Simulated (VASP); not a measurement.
All values below come from PBEsol GGA, VASP's PBE PAW potentials (set 64) (plane waves; VASP 6.6.1).

VASP ran on this input.

**KPOINTS**
```
Automatic mesh
0
Gamma
7 7 7
0 0 0
```

**INCAR**
```
! general
SYSTEM   = FeSi
PREC     = Accurate
ENCUT    = 400   ! plane-wave cut-off (eV)
LREAL    = .FALSE.   ! projection in real space or not
LASPH    = .TRUE.   ! aspherical one-centre terms

! electronic loop
EDIFF    = 1E-8
NELM     = 100
ALGO     = Normal
LMAXMIX  = 4   ! l cut-off of mixed one-centre charges

! smearing
ISMEAR   = 0
SIGMA    = 0.01   ! width (eV)

! functional
GGA      = PS

! ions
IBRION   = 8   ! DFPT with symmetry
NSW      = 1   ! most ionic steps

! output
LWAVE    = .FALSE.
LCHARG   = .FALSE.

! other
LEPSILON = .TRUE.
```

POSCAR:
```
FeSi
1
    4.4045632652     0.0000000000    -0.0000000000
    0.0000000000     4.4045632652     0.0000000000
   -0.0000000000     0.0000000000     4.4045632652
Fe Si
4 4
Direct
  0.8627417099   0.6372582901   0.3627417099
  0.3627417099   0.8627417099   0.6372582901
  0.1372582901   0.1372582901   0.1372582901
  0.6372582901   0.3627417099   0.8627417099
  0.1588931696   0.3411068304   0.6588931696
  0.6588931696   0.1588931696   0.3411068304
  0.8411068304   0.8411068304   0.8411068304
  0.3411068304   0.6588931696   0.1588931696
```

POTCAR, in this order: Fe Si (PBE.64 set). Program: vasp_std.

What VASP printed:

**OSZICAR**
```
...
RMM:  11    -0.234605474920E+02   -0.83480E-03   -0.48932E-03  9404   0.278E-01    0.721E-02
RMM:  12    -0.234604288846E+02    0.11861E-03   -0.49005E-04  6979   0.159E-01    0.168E-02
RMM:  13    -0.234600840430E+02    0.34484E-03    0.21154E-04  8233   0.948E-02    0.190E-02
RMM:  14    -0.234602555647E+02   -0.17152E-03    0.20269E-05  7556   0.467E-02    0.635E-03
RMM:  15    -0.234603409858E+02   -0.85421E-04    0.23310E-05  9048   0.260E-02    0.171E-03
RMM:  16    -0.234603242395E+02    0.16746E-04   -0.66430E-06  9659   0.107E-02    0.831E-04
RMM:  17    -0.234603265293E+02   -0.22897E-05   -0.10219E-05  9859   0.666E-03    0.887E-04
RMM:  18    -0.234603151300E+02    0.11399E-04   -0.11407E-05  8774   0.624E-03    0.254E-04
RMM:  19    -0.234603086529E+02    0.64771E-05    0.88493E-05  9923   0.611E-03    0.131E-04
RMM:  20    -0.234603104918E+02   -0.18389E-05    0.53917E-05 10508   0.587E-03    0.680E-05
RMM:  21    -0.234603107914E+02   -0.29958E-06    0.57403E-05 10744   0.580E-03    0.261E-05
RMM:  22    -0.234603111921E+02   -0.40077E-06    0.49319E-05 10122   0.579E-03    0.769E-06
 Linear response to external field, progress :
  Direction:   3
       N       E                     dE             d eps       ncg     rms          rms(c)
RMM:   1    -0.551064045169E+01   -0.55106E+01   -0.26890E+01  7024   0.405E+01
RMM:   2    -0.217384281701E+02   -0.16228E+02    0.32974E+01  6846   0.154E+01    0.159E+01
RMM:   3    -0.705702141905E+02   -0.48832E+02   -0.14973E+02 10897   0.959E+01    0.866E+01
RMM:   4    -0.211752149419E+02    0.49395E+02   -0.82559E+01  8311   0.807E+01    0.384E+00
RMM:   5    -0.226295865909E+02   -0.14544E+01    0.86458E-01  6675   0.220E+01    0.441E+00
RMM:   6    -0.231730940834E+02   -0.54351E+00   -0.37533E-01  7216   0.992E+00    0.145E+00
RMM:   7    -0.233855375208E+02   -0.21244E+00   -0.53975E-01  8962   0.441E+00    0.957E-01
RMM:   8    -0.234220147914E+02   -0.36477E-01   -0.54481E-02  7446   0.202E+00    0.411E-01
RMM:   9    -0.234555554767E+02   -0.33541E-01   -0.14577E-02  7238   0.129E+00    0.320E-01
RMM:  10    -0.234597123166E+02   -0.41568E-02   -0.98118E-03  7374   0.662E-01    0.454E-02
RMM:  11    -0.234605481414E+02   -0.83582E-03   -0.49032E-03  9410   0.278E-01    0.723E-02
RMM:  12    -0.234604262612E+02    0.12188E-03   -0.54303E-04  6968   0.159E-01    0.165E-02
RMM:  13    -0.234600841237E+02    0.34214E-03    0.16298E-04  8276   0.945E-02    0.191E-02
RMM:  14    -0.234602506565E+02   -0.16653E-03    0.40390E-05  7539   0.465E-02    0.639E-03
RMM:  15    -0.234603418648E+02   -0.91208E-04    0.28768E-06  9026   0.261E-02    0.174E-03
RMM:  16    -0.234603233859E+02    0.18479E-04   -0.14008E-05  9653   0.108E-02    0.871E-04
RMM:  17    -0.234603249980E+02   -0.16121E-05   -0.15784E-05  9861   0.669E-03    0.940E-04
RMM:  18    -0.234603126573E+02    0.12341E-04   -0.18959E-05  8744   0.630E-03    0.251E-04
RMM:  19    -0.234603065691E+02    0.60882E-05    0.78910E-05  9924   0.615E-03    0.146E-04
RMM:  20    -0.234603086938E+02   -0.21247E-05    0.55346E-05 10380   0.589E-03    0.687E-05
RMM:  21    -0.234603089548E+02   -0.26099E-06    0.59628E-05 10831   0.581E-03    0.297E-05
RMM:  22    -0.234603094000E+02   -0.44525E-06    0.36630E-05 10318   0.580E-03    0.848E-06
 Linear response DOF=           2
 Linear response progress:
  Degree of freedom:   1/  2
       N       E                     dE             d eps       ncg     rms          rms(c)
RMM:   1    -0.177118318482E+00   -0.17712E+00   -0.12241E-01 16114   0.214E+00
RMM:   2    -0.169179429539E+00    0.79389E-02   -0.34181E-03 10845   0.907E-01    0.242E-01
RMM:   3    -0.169282186641E+00   -0.10276E-03   -0.21399E-03 14572   0.322E-01    0.235E-01
RMM:   4    -0.169574671673E+00   -0.29249E-03   -0.24156E-03 13447   0.475E-01    0.287E-01
RMM:   5    -0.169544654770E+00    0.30017E-04   -0.99819E-04 12382   0.310E-01    0.265E-02
RMM:   6    -0.169688441030E+00   -0.14379E-03   -0.30488E-04 15632   0.109E-01    0.450E-02
RMM:   7    -0.169678046297E+00    0.10395E-04   -0.32574E-05 11737   0.589E-02    0.180E-02
RMM:   8    -0.169642786532E+00    0.35260E-04   -0.18461E-05 12970   0.343E-02    0.106E-02
RMM:   9    -0.169612410495E+00    0.30376E-04   -0.20601E-05 14018   0.271E-02    0.621E-03
RMM:  10    -0.169648916002E+00   -0.36506E-04   -0.35364E-06 12342   0.155E-02    0.284E-03
RMM:  11    -0.169648019230E+00    0.89677E-06   -0.14562E-06 15938   0.629E-03    0.284E-03
RMM:  12    -0.169638038623E+00    0.99806E-05   -0.16010E-07 12499   0.373E-03    0.982E-04
RMM:  13    -0.169633199723E+00    0.48389E-05   -0.18186E-07 12828   0.370E-03    0.329E-04
RMM:  14    -0.169633291101E+00   -0.91377E-07   -0.11898E-07 16991   0.143E-03    0.392E-04
RMM:  15    -0.169633000985E+00    0.29012E-06   -0.29948E-08 13187   0.987E-04    0.163E-04
RMM:  16    -0.169633297497E+00   -0.29651E-06   -0.33369E-08 16572   0.765E-04    0.592E-05
RMM:  17    -0.169633272096E+00    0.25401E-07   -0.18881E-08 16586   0.394E-04    0.581E-05
RMM:  18    -0.169633165532E+00    0.10656E-06   -0.11560E-08 14765   0.385E-04    0.254E-05
RMM:  19    -0.169633097702E+00    0.67830E-07   -0.21788E-08 17801   0.368E-04    0.273E-05
RMM:  20    -0.169633126106E+00   -0.28404E-07   -0.25981E-08 15844   0.341E-04    0.804E-06
RMM:  21    -0.169633141899E+00   -0.15792E-07   -0.13378E-08 18953   0.307E-04    0.509E-06
RMM:  22    -0.169633137886E+00    0.40130E-08   -0.24818E-08 19269   0.297E-04    0.376E-06
 Linear response progress:
  Degree of freedom:   2/  2
       N       E                     dE             d eps       ncg     rms          rms(c)
RMM:   1    -0.282648595974E-01   -0.28265E-01    0.32974E-02 26754   0.132E+00
RMM:   2    -0.216578531410E-01    0.66070E-02   -0.18477E-04 10870   0.822E-01    0.171E-01
RMM:   3    -0.259680149188E-01   -0.43102E-02   -0.11137E-02 13493   0.101E+00    0.754E-01
RMM:   4    -0.221733093073E-01    0.37947E-02   -0.52639E-03 12359   0.756E-01    0.670E-02
RMM:   5    -0.223443775779E-01   -0.17107E-03   -0.92145E-04 15316   0.188E-01    0.658E-02
RMM:   6    -0.223573739558E-01   -0.12996E-04   -0.82683E-05 11564   0.983E-02    0.269E-02
RMM:   7    -0.223567528161E-01    0.62114E-06   -0.31346E-05 13232   0.474E-02    0.176E-02
RMM:   8    -0.223556739634E-01    0.10789E-05   -0.11110E-05 11998   0.311E-02    0.717E-03
RMM:   9    -0.223681081088E-01   -0.12434E-04   -0.73501E-06 16471   0.136E-02    0.310E-03
RMM:  10    -0.223678229516E-01    0.28516E-06   -0.83913E-07 11528   0.855E-03    0.452E-03
RMM:  11    -0.223670032355E-01    0.81972E-06   -0.38337E-07 11263   0.742E-03    0.151E-03
RMM:  12    -0.223670628882E-01   -0.59653E-07   -0.21284E-07 12676   0.416E-03    0.494E-04
RMM:  13    -0.223669073434E-01    0.15554E-06   -0.84407E-08 16522   0.149E-03    0.441E-04
RMM:  14    -0.223669354870E-01   -0.28144E-07   -0.15989E-08 16616   0.491E-04    0.407E-04
RMM:  15    -0.223671081646E-01   -0.17268E-06    0.39764E-09 12283   0.459E-04    0.267E-04
RMM:  16    -0.223673312574E-01   -0.22309E-06   -0.33568E-09 15825   0.654E-04    0.145E-04
RMM:  17    -0.223672841254E-01    0.47132E-07    0.46561E-09 16315   0.302E-04    0.123E-04
RMM:  18    -0.223672697752E-01    0.14350E-07   -0.55684E-10 17412   0.207E-04    0.119E-04
RMM:  19    -0.223672576469E-01    0.12128E-07    0.33726E-09 16530   0.214E-04    0.962E-05
RMM:  20    -0.223671271556E-01    0.13049E-06    0.18849E-09 22215   0.366E-04    0.466E-05
RMM:  21    -0.223671521553E-01   -0.25000E-07    0.75038E-09 15661   0.227E-04    0.252E-05
RMM:  22    -0.223671753432E-01   -0.23188E-07    0.11213E-08 17612   0.227E-04    0.212E-05
RMM:  23    -0.223671732400E-01    0.21032E-08    0.10160E-08 18475   0.223E-04    0.167E-05
 Linear response finished
```

**OUTCAR**
```
------------------------ aborting loop because EDIFF is reached ----------------------------------------

 HEAD OF MICROSCOPIC STATIC DIELECTRIC TENSOR (INDEPENDENT PARTICLE, excluding Hartree and local field effects)
 ------------------------------------------------------
         108.724253    -0.000000     0.000000
           0.000000   108.724253    -0.000000
           0.000000     0.000000   108.724253
 ------------------------------------------------------

 MACROSCOPIC STATIC DIELECTRIC TENSOR (including local field effects in DFT)
 ------------------------------------------------------
          98.732860     0.000000     0.000000
           0.000000    98.732860    -0.000000
           0.000000     0.000000    98.732860
 ------------------------------------------------------

 PIEZOELECTRIC TENSOR (including local field effects)  for field in x, y, z        (e  Angst)
          XX          YY          ZZ          XY          YZ          ZX
  --------------------------------------------------------------------------------
  x     0.00000     0.00000    -0.00000     0.00000     2.83866     0.00000
  y     0.00000     0.00000     0.00000     0.00000     0.00000     2.83866
  z     0.00000    -0.00000     0.00000     2.83866     0.00000     0.00000

 PIEZOELECTRIC TENSOR (including local field effects)  for field in x, y, z        (C/m^2)
          XX          YY          ZZ          XY          YZ          ZX
  --------------------------------------------------------------------------------
  x     0.00000     0.00000    -0.00000     0.00000     0.53225     0.00000
  y     0.00000     0.00000     0.00000     0.00000     0.00000     0.53225
  z     0.00000    -0.00000     0.00000     0.53225     0.00000     0.00000

 BORN EFFECTIVE CHARGES (including local field effects) (in |e|, cummulative output)
 ---------------------------------------------------------------------------------
 ion    1
    1    -4.35724    -0.93290    -0.49953
    2     0.49953    -4.35724    -0.93290
    3     0.93290     0.49953    -4.35724
 ion    2
    1    -4.35724     0.93290     0.49953
    2    -0.49953    -4.35724    -0.93290
    3    -0.93290     0.49953    -4.35724
 ion    3
    1    -4.35724     0.93290    -0.49953
    2    -0.49953    -4.35724     0.93290
    3     0.93290    -0.49953    -4.35724
 ion    4
    1    -4.35724    -0.93290     0.49953
    2     0.49953    -4.35724     0.93290
    3    -0.93290    -0.49953    -4.35724
 ion    5
    1     4.35724    -0.06365    -0.63606
    2     0.63606     4.35724    -0.06365
    3     0.06365     0.63606     4.35724
 ion    6
    1     4.35724     0.06365     0.63606
    2    -0.63606     4.35724    -0.06365
    3    -0.06365     0.63606     4.35724
 ion    7
    1     4.35724     0.06365    -0.63606
    2    -0.63606     4.35724     0.06365
    3     0.06365    -0.63606     4.35724
 ion    8
    1     4.35724    -0.06365     0.63606
    2     0.63606     4.35724     0.06365
    3    -0.06365    -0.63606     4.35724

   1 f  =   14.457475 THz    90.838994 2PiTHz  482.249452 cm-1    59.791285 meV
             X         Y         Z           dx          dy          dz
      3.800000  2.806844  1.597719    -0.058182    0.144492   -0.181639
      1.597719  3.800000  2.806844    -0.068974    0.184569   -0.054585
      0.604563  0.604563  0.604563     0.012508   -0.073745   -0.203937
      2.806844  1.597719  3.800000    -0.139664   -0.113822   -0.076884
      0.699855  1.502427  2.902137     0.389446   -0.426031    0.374491
      2.902137  0.699855  1.502427    -0.210157   -0.202252    0.114529
      3.704708  3.704708  3.704708     0.244810    0.326278    0.249985
      1.502427  2.902137  0.699855    -0.065521    0.102500   -0.009976

   2 f  =   14.457475 THz    90.838994 2PiTHz  482.249452 cm-1    59.791285 meV
             X         Y         Z           dx          dy          dz
      3.800000  2.806844  1.597719     0.205831    0.016799   -0.000710
      1.597719  3.800000  2.806844    -0.010138   -0.044880   -0.196246
      0.604563  0.604563  0.604563     0.034950   -0.187818    0.053192
      2.806844  1.597719  3.800000     0.160743   -0.126139   -0.142344
      0.699855  1.502427  2.902137    -0.186902    0.146534   -0.249674
      2.902137  0.699855  1.502427    -0.089023   -0.197862    0.150407
      3.704708  3.704708  3.704708     0.162733    0.094601    0.051298
      1.502427  2.902137  0.699855    -0.438659    0.438997    0.451378

   3 f  =   14.457475 THz    90.838994 2PiTHz  482.249452 cm-1    59.791285 meV
             X         Y         Z           dx          dy          dz
      3.800000  2.806844  1.597719     0.020061   -0.158095   -0.114721
      1.597719  3.800000  2.806844    -0.203209   -0.100370    0.068280
      0.604563  0.604563  0.604563    -0.211604   -0.073757   -0.041645
      2.806844  1.597719  3.800000     0.028456   -0.131482    0.141355
      0.699855  1.502427  2.902137    -0.131320    0.029522   -0.035576
      2.902137  0.699855  1.502427     0.389557    0.351839   -0.410008
      3.704708  3.704708  3.704708     0.342684    0.297387    0.372454
      1.502427  2.902137  0.699855    -0.084447   -0.024930   -0.001979

   4 f  =   12.419919 THz    78.036650 2PiTHz  414.283890 cm-1    51.364633 meV
             X         Y         Z           dx          dy          dz
      3.800000  2.806844  1.597719     0.035012   -0.035012    0.035012
      1.597719  3.800000  2.806844     0.035012    0.035012   -0.035012
      0.604563  0.604563  0.604563    -0.035012   -0.035012   -0.035012
      2.806844  1.597719  3.800000    -0.035012    0.035012    0.035012
      0.699855  1.502427  2.902137    -0.286544    0.286544   -0.286544
      2.902137  0.699855  1.502427    -0.286544   -0.286544    0.286544
      3.704708  3.704708  3.704708     0.286544    0.286544    0.286544
      1.502427  2.902137  0.699855     0.286544   -0.286544   -0.286544

   5 f  =   11.323645 THz    71.148563 2PiTHz  377.716154 cm-1    46.830814 meV
...
```
(Selected blocks of OUTCAR.)

OUTCAR:
```
 val. band max:       10.0042208023   @ k =   0.1429   0.1429   0.1429

 cond. band min:      10.1472130039   @ k =   0.2857   0.2857   0.0000


 Fermi energy:        10.0917904371

 k-point     1 :       0.0000    0.0000    0.0000
  band No.  band energies     occupation
      1      -3.4727      2.00000
      2       1.9917      2.00000
      3       1.9917      2.00000
      4       1.9917      2.00000
      5       4.8148      2.00000
      6       4.8148      2.00000
      7       4.8148      2.00000
      8       6.4347      2.00000
      9       6.4347      2.00000
     10       6.4347      2.00000
     11       6.9419      2.00000
     12       7.1270      2.00000
     13       7.1270      2.00000
     14       7.4780      2.00000
     15       7.4780      2.00000
     16       7.4780      2.00000
     17       8.0539      2.00000
     18       8.0539      2.00000
     19       8.0539      2.00000
     20       9.7181      2.00000
     21       9.7181      2.00000
     22       9.7181      2.00000
     23       9.9671      2.00000
     24       9.9671      2.00000
     25      10.6836      0.00000
     26      10.6836      0.00000
     27      10.6836      0.00000
     28      13.2012      0.00000
     29      13.2012      0.00000

 k-point     2 :       0.1429    0.0000    0.0000
  band No.  band energies     occupation
      1      -3.3175      2.00000
      2       1.0904      2.00000
      3       2.0811      2.00000
      4       2.6403      2.00000
      5       4.2863      2.00000
      6       4.9110      2.00000
      7       5.4512      2.00000
      8       5.7671      2.00000
      9       6.0938      2.00000
     10       6.8551      2.00000
     11       7.1262      2.00000
     12       7.1518      2.00000
     13       7.3184      2.00000
     14       7.4487      2.00000
     15       7.5122      2.00000
     16       7.5281      2.00000
     17       7.9011      2.00000
     18       8.0225      2.00000
     19       8.3095      2.00000
...
```

The dielectric response may not be converged in the k-mesh; for small gaps it tends to come out too large.

The compound is FeSi in the B20 structure. It was relaxed first, which changed the volume by -6 %. The run is not spin-polarised, so no magnetic state was tried.
